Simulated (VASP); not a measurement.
Here is the system:

```xyz
2
Lattice="0.0000 2.4906 2.4906 2.4906 0.0000 2.4906 2.4906 2.4906 0.0000" Properties=species:S:1:pos:R:3 pbc="T T T"
Li     0.0000     0.0000     0.0000
Cl     2.4906     2.4906     2.4906
```

Level of theory: PBE GGA with D4 dispersion, VASP's PBE PAW potentials (set 64) (plane waves; VASP 6.6.1). Run with 520 eV cut-off, 9×9×9 Γ-centred mesh, Gaussian smearing of 0.050 eV, potentials Li_sv Cl.

**Question.** Give the stress tensor in GPa (positive for a compressed cell).

**Answer.** 
```
2.43  0.00  0.00
0.00  2.43  0.00
0.00  0.00  2.43
```
The pressure is its mean diagonal, 2.43 GPa.

The compound is LiCl in the rock salt structure. This cell is one point of a volume scan, at 0.94 of the reference volume.
